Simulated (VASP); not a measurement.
Input:

```xyz
2
Lattice="0.0000 2.7164 2.7164 2.7164 0.0000 2.7164 2.7164 2.7164 0.0000" Properties=species:S:1:pos:R:3 pbc="T T T"
Ga     0.0000     0.0000     0.0000
P      1.3582     1.3582     1.3582
```

Method: PBEsol GGA, VASP's PBE PAW potentials (set 64) (plane waves; VASP). Numerical set-up: 530 eV cut-off, 8×8×8 Γ-centred mesh, Gaussian smearing of 0.050 eV, potentials Ga_d P.

Problem. Give the elastic stiffness tensor with the ions relaxed (GPa, in the frame of the cell).

Solution. 
```
      xx    yy    zz    yz    xz    xy
--  ----  ----  ----  ----  ----  ----
xx   136  60.7  60.7   0.0   0.0   0.0
yy  60.7   136  60.7   0.0   0.0   0.0
zz  60.7  60.7   136   0.0   0.0   0.0
yz   0.0   0.0   0.0  67.8   0.0   0.0
xz   0.0   0.0   0.0   0.0  67.8   0.0
xy   0.0   0.0   0.0   0.0   0.0  67.8
```

Problem. Estimate the Hill bulk modulus, Hill shear modulus, Young's modulus, Poisson's ratio.

Solution. 
```
Quantity               Value
------------------  --------
Hill bulk modulus   85.7 GPa
Hill shear modulus  53.4 GPa
Young's modulus      133 GPa
Poisson's ratio        0.242
```

The structure comes from a measured GaP entry (F-43m) of the Crystallography Open Database, whose conditions weren't checked. It was relaxed first.
